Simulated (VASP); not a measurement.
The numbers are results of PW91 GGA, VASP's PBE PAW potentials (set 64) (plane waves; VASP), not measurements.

VASP input:

KPOINTS:
```
Automatic mesh
0
G
 10 10 8
0 0 0
```

File POSCAR:
```
ZrB2
1.0
  1.5877796391  -2.7501154786   0.0000000000
  1.5877796391   2.7501154786   0.0000000000
  0.0000000000   0.0000000000   3.5456733587
Zr B
1 2
Cartesian
  0.0000000000   0.0000000000   0.0000000000
  1.5877796391   0.9167069929   1.7728366794
  1.5877796391  -0.9167069929   1.7728366794
```

### INCAR
```
SYSTEM = ZrB2
PREC = Accurate
ENCUT = 520
EDIFF = 1E-6
NELM = 100
ALGO = Normal
LREAL = .FALSE.
LASPH = .TRUE.
ISMEAR = 1
SIGMA = 0.1
GGA = 91
LMAXMIX = 4
LWAVE = .FALSE.
LCHARG = .FALSE.
IBRION = 2
ISIF = 3
NSW = 60
EDIFFG = -0.02
```

POTCAR, in this order: Zr_sv B (PBE.64 set). Program: vasp_std.

Q: Estimate the energy per atom (σ→0), volume per atom, band gap (on the k-mesh).

A: 
The energy per atom (σ→0) is -800.3 kJ/mol of atoms and the band gap (on the k-mesh) is none (metal, semimetal or under 0.01 eV). The volume per atom is 10.31 Å^3/atom.

File OSZICAR:
```
...
DAV:   6    -0.248846217744E+02   -0.28130E-06   -0.50415E-07  1120   0.804E-03
   2 F= -.24884622E+02 E0= -.24884550E+02  d E =-.354907E-03
       N       E                     dE             d eps       ncg     rms          rms(c)
DAV:   1    -0.248846648863E+02   -0.43393E-04   -0.18960E-03  1920   0.451E-01    0.411E-02
DAV:   2    -0.248846423695E+02    0.22517E-04   -0.72000E-05  2105   0.825E-02    0.164E-02
DAV:   3    -0.248846355444E+02    0.68251E-05   -0.19033E-05  2676   0.387E-02    0.959E-03
DAV:   4    -0.248846351881E+02    0.35629E-06   -0.96490E-07  1382   0.850E-03
   3 F= -.24884635E+02 E0= -.24884565E+02  d E =-.368320E-03
```

The compound is ZrB2 in the AlB2 type structure. This run relaxes it. Symmetry was kept, so distortions that lower it aren't found. The start is the result of an earlier pass.
